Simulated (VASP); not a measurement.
Method: HSE06 screened hybrid, VASP's PBE PAW potentials (set 64) (plane waves; VASP).

The input files of a VASP run:

### KPOINTS
```
Automatic
0
G
 1 1 1
```

### POSCAR
```
MgSi63
1.0
 10.9370747004   0.0000000000   0.0000000000
  0.0000000000  10.9370747004   0.0000000000
  0.0000000000   0.0000000000  10.9370747004
Si Mg
63 1
Cartesian
  5.4684746294   0.0014600535   0.0018135354
  6.8324231819   1.3543997524   1.3578328214
  8.2009101173   2.7343261822   0.0033250030
  9.5843403177   4.1041856713   1.3551007653
  8.2008265395   0.0012280158   2.7386059525
  9.5849118969   1.3546260296   4.1045648269
 10.9368519373  10.9363812658  10.9366962612
  1.3702562293   1.3697569354   1.3703569597
  2.7388653996   2.7369366159   0.0018089801
  4.1066309967   4.1063994643   1.3714666517
  5.4681538570   5.4673070748   0.0018121398
  6.8317937839   6.8317254042   1.3676783433
  8.2001991057   8.2001064556  10.9357762235
  9.5673675112   9.5676137835   1.3708494125
  2.7385360931   0.0018158245   2.7389966872
  4.1092947716   1.3723844123   4.1058941014
  5.4791824192   2.7203933083   2.7182728140
  6.9463710925   4.0036328970   4.0009274104
  8.2267513373   5.4648282338   2.7120184588
  9.5706479150   6.8323444142   4.1049289232
  5.4685388442   0.0004851544   5.4680501987
  6.8315753956   1.3695607276   6.8296922676
  8.2252198625   2.7144510589   5.4634158167
  9.5710610357   4.1034923920   6.8324136535
  8.1988651567   0.0000737793   8.1990447927
  9.5674025306   1.3698396558   9.5673607772
 10.9354005810   5.4682788896   0.0038642500
  1.3528031626   6.8331259371   1.3563160318
  2.7351727304   8.2020842932   0.0048344900
  4.1041721586   9.5864753408   1.3558675790
  0.0009150022   2.7370042770   2.7377806649
  1.3702894616   4.1087468777   4.1041958187
  2.7162701766   5.4765387041   2.7150825557
  3.9957961090   6.9479825304   3.9946009525
  5.4659490423   8.2248963110   2.7116562305
  6.8312230140   9.5687202928   4.1058204085
 10.9349307067  10.9354323947   5.4677394840
  1.3544173327   1.3532252900   6.8326051967
  2.7161111471   2.7174898168   5.4735577890
  3.9809019306   3.9904359810   6.9629672994
  6.9449026710   6.9413977027   6.9558535734
  8.2178038138   8.2168268016   5.4731421233
  9.5791671055   9.5818303160   6.8329503215
  2.7379086418   0.0016534910   8.2000888721
  4.1047064248   1.3543078744   9.5851160352
  5.4658495203   2.7135569475   8.2257655711
  6.8336817253   4.1030450318   9.5731385122
  8.2277472761   5.4680762300   8.2284641422
  9.5854411277   6.8340483207   9.5851719073
  0.0027754883   8.2017200011   2.7375020528
  1.3544127151   9.5866088158   4.1049356845
  0.0003068440   5.4684347867   5.4678785916
  1.3664076192   6.8345030187   6.8296453902
  2.7131808620   8.2250131802   5.4638329939
  4.1046876535   9.5695990288   6.8307928447
  0.0022481004   2.7361173568   8.2004656029
  1.3509714618   4.1044950254   9.5894152779
  2.7048733816   5.4687573779   8.2322044107
  4.1035536375   6.8341248081   9.5741976389
  5.4697859420   8.2239459109   8.2258827378
  6.8330427103   9.5858530825   9.5847124528
 10.9352336725   8.2010823620   8.1994261969
  1.3703471700   9.5679190864   9.5674878387
  5.4558004027   5.4635812257   5.4756700346
```

INCAR:
```
AEXX = 0.25
ALGO = Normal
EDIFF = 1E-5
ENCUT = 400
GGA = PE
HFSCREEN = 0.2
ISIF = 0
ISMEAR = 0
ISYM = 0
LASPH = T
LCHARG = F
LHFCALC = T
LREAL = Auto
LWAVE = F
NELM = 50
NELMIN = 4
PREC = Normal
PRECFOCK = Fast
SIGMA = 0.05
SYSTEM = MgSi63
```

POTCAR, in this order: Si Mg (PBE.64 set). Program: vasp_gam. Read from the step before: WAVECAR.

Output

File OSZICAR:
```
       N       E                     dE             d eps       ncg     rms          rms(c)
DAV:   1    -0.389400244194E+03   -0.38940E+03   -0.12408E+01   320   0.804E+00    0.194E+01
DAV:   2    -0.389506954640E+03   -0.10671E+00   -0.29748E-01   368   0.120E+00    0.127E+01
DAV:   3    -0.389505137863E+03    0.18168E-02   -0.82654E-02   360   0.474E-01    0.756E+00
DAV:   4    -0.389528090693E+03   -0.22953E-01   -0.24530E-01   352   0.413E-01    0.437E+00
DAV:   5    -0.389575995737E+03   -0.47905E-01   -0.26079E-01   336   0.374E-01    0.268E+00
DAV:   6    -0.389541257526E+03    0.34738E-01   -0.11806E-01   384   0.688E-01    0.160E+00
DAV:   7    -0.389530209550E+03    0.11048E-01   -0.20001E-01   352   0.591E-01    0.865E-01
DAV:   8    -0.389564473669E+03   -0.34264E-01   -0.18702E-01   352   0.294E-01    0.807E-01
DAV:   9    -0.389547758619E+03    0.16715E-01   -0.76025E-02   368   0.527E-01    0.625E-01
DAV:  10    -0.389534019261E+03    0.13739E-01   -0.11692E-01   360   0.513E-01    0.264E-01
DAV:  11    -0.389556335934E+03   -0.22317E-01   -0.13150E-01   352   0.235E-01    0.532E-01
DAV:  12    -0.389551376115E+03    0.49598E-02   -0.56622E-02   368   0.396E-01    0.529E-01
DAV:  13    -0.389536393332E+03    0.14983E-01   -0.78166E-02   376   0.459E-01    0.205E-01
DAV:  14    -0.389552547521E+03   -0.16154E-01   -0.10554E-01   352   0.223E-01    0.428E-01
DAV:  15    -0.389552352020E+03    0.19550E-03   -0.46770E-02   368   0.316E-01    0.469E-01
DAV:  16    -0.389539671264E+03    0.12681E-01   -0.50436E-02   360   0.404E-01    0.202E-01
DAV:  17    -0.389549211915E+03   -0.95407E-02   -0.76348E-02   344   0.217E-01    0.329E-01
DAV:  18    -0.389552389018E+03   -0.31771E-02   -0.40537E-02   352   0.244E-01    0.424E-01
DAV:  19    -0.389541951259E+03    0.10438E-01   -0.34388E-02   376   0.354E-01    0.206E-01
DAV:  20    -0.389547664380E+03   -0.57131E-02   -0.59216E-02   352   0.212E-01    0.258E-01
DAV:  21    -0.389551781030E+03   -0.41166E-02   -0.33576E-02   344   0.195E-01    0.366E-01
DAV:  22    -0.389544082567E+03    0.76985E-02   -0.23179E-02   376   0.304E-01    0.204E-01
DAV:  23    -0.389546633938E+03   -0.25514E-02   -0.41195E-02   352   0.201E-01    0.190E-01
DAV:  24    -0.389550946816E+03   -0.43129E-02   -0.27667E-02   352   0.147E-01    0.316E-01
DAV:  25    -0.389545551326E+03    0.53955E-02   -0.15775E-02   368   0.257E-01    0.200E-01
DAV:  26    -0.389546215007E+03   -0.66368E-03   -0.30273E-02   360   0.190E-01    0.143E-01
DAV:  27    -0.389550188830E+03   -0.39738E-02   -0.22548E-02   352   0.116E-01    0.267E-01
DAV:  28    -0.389546637459E+03    0.35514E-02   -0.11072E-02   368   0.215E-01    0.192E-01
DAV:  29    -0.389546114325E+03    0.52313E-03   -0.20642E-02   352   0.177E-01    0.103E-01
DAV:  30    -0.389549424130E+03   -0.33098E-02   -0.18168E-02   352   0.901E-02    0.225E-01
DAV:  31    -0.389547369960E+03    0.20542E-02   -0.81080E-03   360   0.176E-01    0.185E-01
DAV:  32    -0.389546162777E+03    0.12072E-02   -0.14634E-02   360   0.166E-01    0.803E-02
DAV:  33    -0.389548858810E+03   -0.26960E-02   -0.14995E-02   352   0.772E-02    0.188E-01
DAV:  34    -0.389547816970E+03    0.10418E-02   -0.63770E-03   368   0.144E-01    0.175E-01
DAV:  35    -0.389546360042E+03    0.14569E-02   -0.99945E-03   376   0.153E-01    0.681E-02
DAV:  36    -0.389548351317E+03   -0.19913E-02   -0.12132E-02   360   0.715E-02    0.156E-01
DAV:  37    -0.389548066181E+03    0.28514E-03   -0.54993E-03   376   0.116E-01    0.165E-01
DAV:  38    -0.389546577182E+03    0.14890E-02   -0.70124E-03   376   0.142E-01    0.663E-02
DAV:  39    -0.389548005741E+03   -0.14286E-02   -0.10005E-02   360   0.714E-02    0.128E-01
DAV:  40    -0.389548147208E+03   -0.14147E-03   -0.48714E-03   376   0.950E-02    0.151E-01
DAV:  41    -0.389546843582E+03    0.13036E-02   -0.48984E-03   376   0.128E-01    0.681E-02
DAV:  42    -0.389547740874E+03   -0.89729E-03   -0.77693E-03   352   0.713E-02    0.101E-01
DAV:  43    -0.389548136064E+03   -0.39519E-03   -0.42989E-03   360   0.756E-02    0.136E-01
DAV:  44    -0.389547074971E+03    0.10611E-02   -0.34229E-03   352   0.113E-01    0.696E-02
DAV:  45    -0.389547584842E+03   -0.50987E-03   -0.60066E-03   360   0.701E-02    0.793E-02
DAV:  46    -0.389548072755E+03   -0.48791E-03   -0.36643E-03   336   0.605E-02    0.119E-01
DAV:  47    -0.389547276470E+03    0.79628E-03   -0.23991E-03   352   0.984E-02    0.694E-02
DAV:  48    -0.389547492977E+03   -0.21651E-03   -0.43990E-03   352   0.675E-02    0.599E-02
DAV:  49    -0.389547987140E+03   -0.49416E-03   -0.30713E-03   336   0.470E-02    0.103E-01
DAV:  50    -0.389547429029E+03    0.55811E-03   -0.16860E-03   344   0.837E-02
   1 F= -.38954743E+03 E0= -.38954719E+03  d E =-.482359E-03
```

OUTCAR:
```
------------------------ aborting loop EDIFF was not reached (unconverged)  ----------------------------
  volume of cell :     1308.29
      direct lattice vectors                 reciprocal lattice vectors
    10.937074700  0.000000000  0.000000000     0.091432127  0.000000000  0.000000000
     0.000000000 10.937074700  0.000000000     0.000000000  0.091432127  0.000000000
     0.000000000  0.000000000 10.937074700     0.000000000  0.000000000  0.091432127
 POSITION                                       TOTAL-FORCE (eV/Angst)
 -----------------------------------------------------------------------------------
      5.46847      0.00146      0.00181         0.011205      0.011985      0.002000
      6.83242      1.35440      1.35783         0.096558     -0.005496      0.017111
      8.20091      2.73433      0.00333         0.016506      0.002362     -0.014081
      9.58434      4.10419      1.35510         0.007515      0.062924     -0.009368
      8.20083      0.00123      2.73861        -0.007859     -0.015787      0.009922
      9.58491      1.35463      4.10456        -0.026039     -0.007000     -0.088999
     10.93685     10.93638     10.93670         0.004163      0.010908      0.003837
      1.37026      1.36976      1.37036        -0.006381     -0.018179     -0.005880
      2.73887      2.73694      0.00181        -0.021117      0.005714      0.003236
      4.10663      4.10640      1.37147         0.015844     -0.063470      0.000628
      5.46815      5.46731      0.00181         0.002783      0.006714     -0.010215
      6.83179      6.83173      1.36768         0.000232      0.050417      0.000615
      8.20020      8.20011     10.93578         0.008765      0.017522      0.014013
      9.56737      9.56761      1.37085         0.002314      0.006367     -0.010115
      2.73854      0.00182      2.73900         0.009607      0.025683      0.007774
      4.10929      1.37238      4.10589         0.002772      0.017989      0.012130
      5.47918      2.72039      2.71827        -0.126091      0.049740      0.023015
      6.94637      4.00363      4.00093         0.153973      0.178452     -0.162995
      8.22675      5.46483      2.71202         0.068214     -0.229702     -0.076904
      9.57065      6.83234      4.10493        -0.009100      0.056345      0.014721
      5.46854      0.00049      5.46805         0.000821     -0.000602      0.004670
      6.83158      1.36956      6.82969        -0.008899      0.015391     -0.002194
      8.22522      2.71445      5.46342        -0.027318      0.063853      0.113577
      9.57106      4.10349      6.83241         0.002305     -0.051942     -0.010677
      8.19887      0.00007      8.19904        -0.013225      0.016488     -0.007240
      9.56740      1.36984      9.56736         0.008949     -0.025895      0.006419
     10.93540      5.46828      0.00386         0.006507      0.020274     -0.006052
      1.35280      6.83313      1.35632        -0.013065     -0.096664     -0.022131
      2.73517      8.20208      0.00483        -0.002554      0.011721     -0.028763
      4.10417      9.58648      1.35587        -0.101271     -0.011389      0.020964
      0.00092      2.73700      2.73778         0.019533      0.002603     -0.016823
      1.37029      4.10875      4.10420        -0.006076     -0.072062      0.028417
      2.71627      5.47654      2.71508        -0.084668      0.248559     -0.095173
      3.99580      6.94798      3.99460        -0.177906     -0.200538     -0.171960
      5.46595      8.22490      2.71166         0.111896     -0.057590      0.036727
      6.83122      9.56872      4.10582        -0.001144     -0.023005      0.013290
     10.93493     10.93543      5.46774        -0.001247      0.009621      0.013273
      1.35442      1.35323      6.83261         0.022001      0.000152      0.091811
      2.71611      2.71749      5.47356         0.019462      0.054842     -0.118148
      3.98090      3.99044      6.96297        -0.159447      0.186273      0.150918
      6.94490      6.94140      6.95585         0.152725     -0.219784      0.141622
      8.21780      8.21683      5.47314        -0.018576     -0.044619     -0.101663
      9.57917      9.58183      6.83295        -0.023763     -0.008497      0.089887
      2.73791      0.00165      8.20009         0.013730     -0.011122     -0.010068
      4.10471      1.35431      9.58512        -0.098755     -0.005705     -0.023193
      5.46585      2.71356      8.22577         0.123613      0.065907     -0.038669
      6.83368      4.10305      9.57314        -0.020265     -0.049748     -0.002651
      8.22775      5.46808      8.22846         0.077856      0.273596      0.075291
      9.58544      6.83405      9.58517         0.016158     -0.100499      0.021671
      0.00278      8.20172      2.73750        -0.029032      0.019160     -0.002688
      1.35441      9.58661      4.10494         0.019757     -0.009582     -0.090097
      0.00031      5.46843      5.46788        -0.002388      0.002251      0.006761
      1.36641      6.83450      6.82965         0.000872      0.042727      0.005286
      2.71318      8.22501      5.46383         0.029237     -0.050971      0.107048
      4.10469      9.56960      6.83079         0.018996     -0.019699      0.004031
      0.00225      2.73612      8.20047        -0.005306      0.001936      0.020782
      1.35097      4.10450      9.58942        -0.024010      0.067585      0.020068
      2.70487      5.46876      8.23220        -0.064546     -0.229560      0.064395
      4.10355      6.83412      9.57420         0.010580      0.044076     -0.003113
      5.46979      8.22395      8.22588        -0.095113     -0.054042     -0.031027
      6.83304      9.58585      9.58471         0.084876     -0.010181     -0.024594
     10.93523      8.20108      8.19943         0.018484      0.012585      0.010291
      1.37035      9.56792      9.56749        -0.015920      0.011271      0.006534
      5.45580      5.46358      5.47567         0.032271      0.019334      0.022744
 -----------------------------------------------------------------------------------
    total drift:                               -0.011292      0.000310      0.014117
  FREE ENERGIE OF THE ION-ELECTRON SYSTEM (eV)
  ---------------------------------------------------
  free  energy   TOTEN  =      -389.5474290291 eV

  energy  without entropy=     -389.5469466699  energy(sigma->0) =     -389.54718785

  exchange ACFDT corr.  =         0.00000000  see jH, gK, PRB 81, 115126
```
(Selected blocks of OUTCAR.)

stdout:
```
...
DAV:  31    -0.389547369960E+03    0.20542E-02   -0.81080E-03   360   0.176E-01    0.185E-01
DAV:  32    -0.389546162777E+03    0.12072E-02   -0.14634E-02   360   0.166E-01    0.803E-02
DAV:  33    -0.389548858810E+03   -0.26960E-02   -0.14995E-02   352   0.772E-02    0.188E-01
DAV:  34    -0.389547816970E+03    0.10418E-02   -0.63770E-03   368   0.144E-01    0.175E-01
DAV:  35    -0.389546360042E+03    0.14569E-02   -0.99945E-03   376   0.153E-01    0.681E-02
DAV:  36    -0.389548351317E+03   -0.19913E-02   -0.12132E-02   360   0.715E-02    0.156E-01
DAV:  37    -0.389548066181E+03    0.28514E-03   -0.54993E-03   376   0.116E-01    0.165E-01
DAV:  38    -0.389546577182E+03    0.14890E-02   -0.70124E-03   376   0.142E-01    0.663E-02
DAV:  39    -0.389548005741E+03   -0.14286E-02   -0.10005E-02   360   0.714E-02    0.128E-01
DAV:  40    -0.389548147208E+03   -0.14147E-03   -0.48714E-03   376   0.950E-02    0.151E-01
DAV:  41    -0.389546843582E+03    0.13036E-02   -0.48984E-03   376   0.128E-01    0.681E-02
DAV:  42    -0.389547740874E+03   -0.89729E-03   -0.77693E-03   352   0.713E-02    0.101E-01
DAV:  43    -0.389548136064E+03   -0.39519E-03   -0.42989E-03   360   0.756E-02    0.136E-01
DAV:  44    -0.389547074971E+03    0.10611E-02   -0.34229E-03   352   0.113E-01    0.696E-02
DAV:  45    -0.389547584842E+03   -0.50987E-03   -0.60066E-03   360   0.701E-02    0.793E-02
DAV:  46    -0.389548072755E+03   -0.48791E-03   -0.36643E-03   336   0.605E-02    0.119E-01
DAV:  47    -0.389547276470E+03    0.79628E-03   -0.23991E-03   352   0.984E-02    0.694E-02
DAV:  48    -0.389547492977E+03   -0.21651E-03   -0.43990E-03   352   0.675E-02    0.599E-02
DAV:  49    -0.389547987140E+03   -0.49416E-03   -0.30713E-03   336   0.470E-02    0.103E-01
DAV:  50    -0.389547429029E+03    0.55811E-03   -0.16860E-03   344   0.837E-02

 -----------------------------------------------------------------------------
|                                                                             |
|           W    W    AA    RRRRR   N    N  II  N    N   GGGG   !!!           |
|           W    W   A  A   R    R  NN   N  II  NN   N  G    G  !!!           |
|           W    W  A    A  R    R  N N  N  II  N N  N  G       !!!           |
|           W WW W  AAAAAA  RRRRR   N  N N  II  N  N N  G  GGG   !            |
|           WW  WW  A    A  R   R   N   NN  II  N   NN  G    G                |
|           W    W  A    A  R    R  N    N  II  N    N   GGGG   !!!           |
|                                                                             |
|     The electronic self-consistency was not achieved in the given           |
|     number of steps (NELM). The forces and other quantities evaluated       |
|     might not be reliable so examine the results carefully. If you find     |
|     spurious results, we suggest increasing NELM, if you were close to      |
|     convergence or switching to a different ALGO or adjusting the           |
|     density mixing parameters otherwise.                                    |
|                                                                             |
 -----------------------------------------------------------------------------

   1 F= -.38954743E+03 E0= -.38954719E+03  d E =-.482359E-03
```

Convergence was not reached.

The supercell is sampled at Γ alone, which is coarse: total energies, pressure and levels can be off, energies of defects by several tenths of an eV.

The cell is a supercell with a defect, built from Si (diamond): Mg_Si. The cell's shape comes from a PBE relaxation. The run is not spin-polarised, so no state with unpaired spins was tried.
